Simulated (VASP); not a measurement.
```
CELL_PARAMETERS angstrom
      5.92982     0.00000     0.00000
      0.00000     5.92982     0.00000
      0.00000     0.00000     5.92982
ATOMIC_POSITIONS crystal
  Cs 0.00000 0.00000 0.00000
  Pb 0.50000 0.50000 0.50000
  Br 0.50000 0.00000 0.50000
  Br 0.00000 0.50000 0.50000
  Br 0.50000 0.50000 0.00000
```

Level of theory: PBE GGA with D3 dispersion (zero damping), VASP's PBE PAW potentials (set 64) (plane waves; VASP 6.6.1). Settings: 520 eV cut-off, Gaussian smearing of 0.050 eV, potentials Cs_sv Pb_d Br.

Unless said otherwise, spin-orbit coupling is left out, though it shifts the bands of the heavy elements here.

Q: Give the energies of bands 13 to 25 at the high-symmetry points, in eV from the valence-band maximum.

A: 
```
band      Γ      X      M      R
----  -----  -----  -----  -----
13    -6.91  -7.61  -8.13  -8.18
14    -4.08  -3.98  -3.84  -2.65
15    -4.08  -3.98  -2.83  -2.65
16    -4.08  -2.59  -2.25  -2.65
17    -1.97  -2.11  -2.25  -2.10
18    -1.97  -2.11  -2.18  -2.10
19    -1.97  -2.09  -2.18  -1.51
20    -1.86  -1.96  -2.11  -1.51
21    -1.86  -1.96  -1.52  -1.51
22    -1.86  -1.34  -0.66   0.00
23     3.14   2.63   2.17   1.65
24     4.28   4.55   2.17   1.65
25     4.28   5.17   4.91   1.65
```

The gap is direct, 1.65 eV, from the valence maximum at R to the conduction minimum at R.

The compound is CsPbBr3 in the cubic perovskite structure, the ideal cubic form; the compound distorts at low or room temperature. It was relaxed first.
